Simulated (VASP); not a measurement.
```
CELL_PARAMETERS angstrom
      4.33214     0.00000     0.00000
      0.00000     4.33214     0.00000
      0.00000     0.00000     4.33214
ATOMIC_POSITIONS crystal
  Cd 0.00000 0.50000 0.50000
  Cd 0.50000 0.50000 0.00000
  Cd 0.50000 0.00000 0.50000
  W  0.00000 0.00000 0.00000
```

Computed with PBE GGA, VASP's PBE PAW potentials (set 64) (plane waves; VASP). Settings: 300 eV cut-off, 7×7×7 Γ-centred mesh, Gaussian smearing of 0.050 eV, potentials Cd W_sv.

At this cut-off the stress carries a Pulay error, which pulls relaxed volumes low.

**Question.** Give the stress tensor in GPa (positive for a compressed cell).

**Answer.** 
```
-5.86   0.00   0.00
 0.00  -5.86   0.00
 0.00   0.00  -5.86
```
The pressure is its mean diagonal, -5.86 GPa.

The structure was generated: Cd3W was put into an ordered model structure, which need not be its known phase. The cell was not relaxed at this level.
